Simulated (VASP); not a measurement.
Computed with HSE06 screened hybrid, VASP's PBE PAW potentials (set 64) (plane waves; VASP).

Input for VASP

File KPOINTS:
```
Automatic mesh
0
Gamma
1 1 1
0 0 0
```

**POSCAR**
```
Al32As31Se
1
   11.4648462108     0.0000000000     0.0000000000
    0.0000000000    11.4648462108     0.0000000000
    0.0000000000     0.0000000000    11.4648462108
Al As Se
32 31 1
Direct
  0.4994710183   0.9997645985   0.0000739736
  0.7497776729   0.2500495585   0.9992863747
  0.7498812232   0.9990387099   0.2501644480
  0.0000868858   0.9998763024   0.9999383688
  0.2499383915   0.2494981256   0.0001128685
  0.5000044921   0.4996748849   0.9993452049
  0.7505126960   0.7501860367   0.9999639471
  0.2495806846   0.9995292415   0.2494365541
  0.4951746929   0.2448925029   0.2461555342
  0.7546813789   0.5047283255   0.2455819300
  0.5001174498   0.9987907220   0.5001356048
  0.7554589015   0.2446919933   0.5058370848
  0.7505852442   0.9995120915   0.7505583463
  0.0001895453   0.5005238421   0.0000101708
  0.2498890309   0.7500612034   0.9999492669
  0.0009205665   0.2500750846   0.2501963432
  0.2491889941   0.4998092526   0.2501837345
  0.5000601303   0.7508008114   0.2503043306
  0.0002821101   0.9995814671   0.5005917567
  0.2487648669   0.2500050799   0.5000862789
  0.4947371068   0.5049405044   0.5058808777
  0.7499083491   0.7509694077   0.4999735921
  0.2498782392   0.9998118489   0.7502147693
  0.5000964461   0.2499114832   0.7513140688
  0.7499106668   0.4999587614   0.7512755206
  0.0002571570   0.7501834870   0.2494912512
  0.0010610853   0.4999698362   0.4999464958
  0.2497637540   0.7501910791   0.5005817367
  0.0004467730   0.2494210748   0.7507258422
  0.2494937327   0.5006076028   0.7506248855
  0.4994245727   0.7503172477   0.7506420123
  0.0001219717   0.7501203947   0.7501540833
  0.6258020312   0.1250277369   0.1253006716
  0.8749440769   0.3740310692   0.1251205770
  0.8751294829   0.1248484360   0.3742217644
  0.1249209526   0.1250064023   0.1250794595
  0.3751776125   0.3756579621   0.1254426011
  0.6240081950   0.6249387203   0.1251013600
  0.8749971031   0.8750198172   0.1251019840
  0.3746761654   0.1246021997   0.3763347782
  0.8750560874   0.6250634525   0.3760640083
  0.6240461450   0.1246930099   0.6254303816
  0.8753825510   0.3760709503   0.6254926676
  0.8748999402   0.1249902223   0.8752224836
  0.1250893281   0.6249078422   0.1251347086
  0.3750427089   0.8748390497   0.1251460174
  0.1249874242   0.3750111489   0.3750106357
  0.3749540272   0.6249289115   0.3743045315
  0.6250084694   0.8749169985   0.3750424739
  0.1249056401   0.1248763926   0.6251729099
  0.3745659479   0.3738000648   0.6255963188
  0.6259929334   0.6252197366   0.6254146378
  0.8749605458   0.8749231754   0.6250556364
  0.3749540966   0.1248945799   0.8751945703
  0.6249781881   0.3749652069   0.8751962020
  0.8750536975   0.6250270025   0.8751461222
  0.1249733020   0.8748734955   0.3751217929
  0.1249938556   0.6250082906   0.6250692105
  0.3749589217   0.8748935279   0.6251662872
  0.1250453210   0.3749733636   0.8753907105
  0.3750337387   0.6248616671   0.8752426577
  0.6249809759   0.8749864978   0.8752942048
  0.1249942402   0.8749801019   0.8750490699
  0.6250374644   0.3748284050   0.3758553083
```

### INCAR
```
SYSTEM  =  Al32As31Se
PREC  =  Normal; ENCUT  =  400; LREAL  =  Auto
LASPH  =  T; ISYM  =  0; NELECT  =  256.0
EDIFF  =  1E-5; NELM  =  50; NELMIN  =  4
ALGO  =  Normal; LMAXMIX  =  4
ISMEAR  =  0; SIGMA  =  0.05
GGA  =  PE; LHFCALC  =  T; AEXX  =  0.25
HFSCREEN  =  0.2; PRECFOCK  =  Fast
ISIF  =  0
LWAVE  =  F; LCHARG  =  F
```

POTCAR, in this order: Al As Se (PBE.64 set). Program: vasp_gam. Read from the step before: WAVECAR.

What VASP printed:

**OUTCAR**
```
 ion  position               nearest neighbor table
   1  0.499  1.000  0.000-  46 2.48  54 2.48  62 2.48  33 2.49
   2  0.750  0.250  0.999-  55 2.47  44 2.48  34 2.48  33 2.48
   3  0.750  0.999  0.250-  49 2.47  39 2.48  33 2.48  35 2.48
   4  0.000  1.000  1.000-  63 2.48  44 2.48  36 2.48  39 2.48
   5  0.250  0.249  0.000-  36 2.48  54 2.48  60 2.48  37 2.49
   6  0.500  0.500  0.999-  55 2.47  61 2.48  37 2.48  38 2.48
   7  0.751  0.750  1.000-  39 2.48  56 2.48  62 2.48  38 2.49
   8  0.250  1.000  0.249-  46 2.48  36 2.48  57 2.48  40 2.50
   9  0.495  0.245  0.246-  40 2.46  33 2.46  37 2.46  64 2.58
  10  0.755  0.505  0.246-  41 2.46  38 2.46  34 2.46  64 2.58
  11  0.500  0.999  0.500-  49 2.47  59 2.48  40 2.48  42 2.48
  12  0.755  0.245  0.506-  43 2.46  42 2.46  35 2.46  64 2.59
  13  0.751  1.000  0.751-  44 2.48  53 2.48  62 2.48  42 2.49
  14  0.000  0.501  0.000-  45 2.48  56 2.48  60 2.48  34 2.49
  15  0.250  0.750  1.000-  63 2.48  61 2.48  46 2.48  45 2.48
  16  0.001  0.250  0.250-  47 2.47  36 2.48  34 2.48  35 2.48
  17  0.249  0.500  0.250-  47 2.47  45 2.48  37 2.48  48 2.48
  18  0.500  0.751  0.250-  49 2.47  46 2.48  48 2.48  38 2.48
  19  0.000  1.000  0.501-  53 2.48  50 2.48  57 2.48  35 2.49
  20  0.249  0.250  0.500-  47 2.47  50 2.48  40 2.48  51 2.48
  21  0.495  0.505  0.506-  51 2.46  52 2.46  48 2.46  64 2.58
  22  0.750  0.751  0.500-  49 2.47  53 2.48  41 2.48  52 2.48
  23  0.250  1.000  0.750-  63 2.48  59 2.48  50 2.48  54 2.48
  24  0.500  0.250  0.751-  55 2.47  54 2.48  42 2.48  51 2.48
  25  0.750  0.500  0.751-  55 2.47  56 2.48  52 2.48  43 2.48
  26  0.000  0.750  0.249-  45 2.48  39 2.48  57 2.48  41 2.49
  27  0.001  0.500  0.500-  47 2.47  58 2.48  41 2.48  43 2.48
  28  0.250  0.750  0.501-  58 2.48  59 2.48  57 2.48  48 2.49
  29  0.000  0.249  0.751-  44 2.48  50 2.48  60 2.48  43 2.50
  30  0.249  0.501  0.751-  61 2.48  58 2.48  60 2.48  51 2.49
  31  0.499  0.750  0.751-  61 2.48  59 2.48  62 2.48  52 2.49
  32  0.000  0.750  0.750-  63 2.48  53 2.48  58 2.48  56 2.48
  33  0.626  0.125  0.125-   9 2.46   3 2.48   2 2.48   1 2.49
  34  0.875  0.374  0.125-  10 2.46   2 2.48  16 2.48  14 2.49
  35  0.875  0.125  0.374-  12 2.46  16 2.48   3 2.48  19 2.49
  36  0.125  0.125  0.125-  16 2.48   5 2.48   8 2.48   4 2.48
  37  0.375  0.376  0.125-   9 2.46  17 2.48   6 2.48   5 2.49
  38  0.624  0.625  0.125-  10 2.46  18 2.48   6 2.48   7 2.49
  39  0.875  0.875  0.125-   3 2.48   7 2.48  26 2.48   4 2.48
  40  0.375  0.125  0.376-   9 2.46  11 2.48  20 2.48   8 2.50
  41  0.875  0.625  0.376-  10 2.46  22 2.48  27 2.48  26 2.49
  42  0.624  0.125  0.625-  12 2.46  24 2.48  11 2.48  13 2.49
  43  0.875  0.376  0.625-  12 2.46  27 2.48  25 2.48  29 2.50
  44  0.875  0.125  0.875-   2 2.48  13 2.48  29 2.48   4 2.48
  45  0.125  0.625  0.125-  17 2.48  14 2.48  26 2.48  15 2.48
  46  0.375  0.875  0.125-  18 2.48   1 2.48   8 2.48  15 2.48
  47  0.125  0.375  0.375-  16 2.47  27 2.47  17 2.47  20 2.47
  48  0.375  0.625  0.374-  21 2.46  18 2.48  17 2.48  28 2.49
  49  0.625  0.875  0.375-  22 2.47  18 2.47  11 2.47   3 2.47
  50  0.125  0.125  0.625-  20 2.48  19 2.48  29 2.48  23 2.48
  51  0.375  0.374  0.626-  21 2.46  20 2.48  24 2.48  30 2.49
  52  0.626  0.625  0.625-  21 2.46  25 2.48  22 2.48  31 2.49
  53  0.875  0.875  0.625-  22 2.48  19 2.48  13 2.48  32 2.48
  54  0.375  0.125  0.875-  24 2.48   1 2.48   5 2.48  23 2.48
  55  0.625  0.375  0.875-   2 2.47  24 2.47   6 2.47  25 2.47
  56  0.875  0.625  0.875-  25 2.48  14 2.48   7 2.48  32 2.48
  57  0.125  0.875  0.375-  19 2.48  28 2.48   8 2.48  26 2.48
  58  0.125  0.625  0.625-  27 2.48  28 2.48  30 2.48  32 2.48
  59  0.375  0.875  0.625-  11 2.48  28 2.48  31 2.48  23 2.48
  60  0.125  0.375  0.875-  29 2.48  30 2.48  14 2.48   5 2.48
  61  0.375  0.625  0.875-   6 2.48  30 2.48  31 2.48  15 2.48
  62  0.625  0.875  0.875-  13 2.48  31 2.48   7 2.48   1 2.48
  63  0.125  0.875  0.875-  23 2.48  32 2.48   4 2.48  15 2.48
  64  0.625  0.375  0.376-   9 2.58  10 2.58  21 2.58  12 2.59
 Subroutine IBZKPT returns following result:
 Found      1 irreducible k-points:

 Following reciprocal coordinates:
            Coordinates               Weight
  0.000000  0.000000  0.000000      1.000000
 Subroutine IBZKPT_HF returns following result:
   k-points           NKPTS =      1   k-points in BZ     NKDIM =      1   number of bands    NBANDS=    161
   number of dos      NEDOS =    301   number of ions     NIONS =     64
   total plane-waves  NPLWV = 175616
...
```

File OSZICAR:
```
       N       E                     dE             d eps       ncg     rms          rms(c)
DAV:   1    -0.352072286555E+03   -0.35207E+03   -0.22180E+01   370   0.992E+00    0.432E+01
DAV:   2    -0.352247887542E+03   -0.17560E+00   -0.74785E-01   386   0.192E+00    0.338E+01
DAV:   3    -0.352219218347E+03    0.28669E-01   -0.20155E-02   363   0.305E-01    0.211E+01
DAV:   4    -0.352207518803E+03    0.11700E-01   -0.44347E-03   348   0.126E-01    0.126E+01
DAV:   5    -0.352203593364E+03    0.39254E-02   -0.14316E-03   356   0.693E-02    0.744E+00
DAV:   6    -0.352202248838E+03    0.13445E-02   -0.39470E-04   348   0.380E-02    0.436E+00
DAV:   7    -0.352201797681E+03    0.45116E-03   -0.12982E-04   355   0.227E-02    0.251E+00
DAV:   8    -0.352201661192E+03    0.13649E-03   -0.43660E-05   283   0.137E-02    0.144E+00
DAV:   9    -0.352201624256E+03    0.36936E-04   -0.16122E-05   203   0.951E-03    0.838E-01
DAV:  10    -0.352201620914E+03    0.33416E-05   -0.85043E-06   195   0.709E-03
   1 F= -.35220162E+03 E0= -.35220162E+03  d E =-.347701E-14
```

**OUTCAR**
```
------------------------ aborting loop because EDIFF is reached ----------------------------------------
  volume of cell :     1506.97
      direct lattice vectors                 reciprocal lattice vectors
    11.464846211  0.000000000  0.000000000     0.087223150  0.000000000  0.000000000
     0.000000000 11.464846211  0.000000000     0.000000000  0.087223150  0.000000000
     0.000000000  0.000000000 11.464846211     0.000000000  0.000000000  0.087223150
  FREE ENERGIE OF THE ION-ELECTRON SYSTEM (eV)
  ---------------------------------------------------
  free  energy   TOTEN  =      -352.2016209140 eV

  energy  without entropy=     -352.2016209140  energy(sigma->0) =     -352.20162091

  exchange ACFDT corr.  =         0.00000000  see jH, gK, PRB 81, 115126
```
(Selected blocks of OUTCAR.)

The cell is charged, with a uniform compensating background. The supercell is sampled at Γ alone, which is coarse: total energies, pressure and levels can be off, energies of defects by several tenths of an eV.

The cell is a supercell with a defect, built from AlAs (zinc blende): Se_As, charge +1. The cell's shape comes from a PBE relaxation. The run is not spin-polarised, so no state with unpaired spins was tried.
